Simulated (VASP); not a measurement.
These are PBEsol GGA, VASP's PBE PAW potentials (set 64) (plane waves; VASP 6.6.1) values and carry that method's errors.

Input for VASP

### POSCAR
```
Mg
1
    3.1720200000     0.0000000000     0.0000000000
   -1.5860100000     2.7470500000     0.0000000000
    0.0000000000     0.0000000000     5.1412000000
Mg
2
Direct
  0.3401290000   0.6713730000   0.2486100000
  0.6598710000   0.3286270000   0.7513900000
```

**KPOINTS**
```
Automatic mesh
0
Gamma
11 11 7
0 0 0
```

**INCAR**
```
! general
SYSTEM=Mg
PREC  =Accurate
ENCUT =420   ! plane-wave cut-off (eV)
LREAL =.FALSE.
LASPH =.TRUE.   ! aspherical one-centre terms

! electronic loop
EDIFF =1E-09   ! SCF stop (eV)
NELM  =100   ! most electronic steps
ALGO  =Normal   ! blocked Davidson

! smearing
ISMEAR=1   ! Methfessel-Paxton
SIGMA =0.1   ! width (eV)

! functional
GGA   =PS

! ions
IBRION=2   ! conjugate gradients
NSW   =50
ISIF  =3   ! ions, shape and volume
EDIFFG=-0.005

! output
LWAVE =.FALSE.
LCHARG=.FALSE.
```

POTCAR, in this order: Mg (PBE.64 set). Program: vasp_std.

Question: What will the output report for the number of irreducible k-points (NKPTS), largest plane-wave count, number of space-group operations, FFT grid (NGX, NGY, NGZ)?

Answer: 
- number of irreducible k-points (NKPTS): 424
- largest plane-wave count: 886
- number of space-group operations: 2
- FFT grid (NGX, NGY, NGZ): 24 × 24 × 36

The structure comes from a computed database's Mg entry; how it stands against other phases isn't given here. In the starting cell atoms are displaced from their ideal sites. This run relaxes it. Symmetry was kept, so distortions that lower it aren't found. The run is one of a series of settings (EDIFF = 1E-09, EDIFFG = -0.005, ENCUT = 420, IBRION = 2, ISIF = 3, NSW = 50, KPOINTS 11×11×7 Γ-centred mesh against the base run), some of them coarse on purpose.
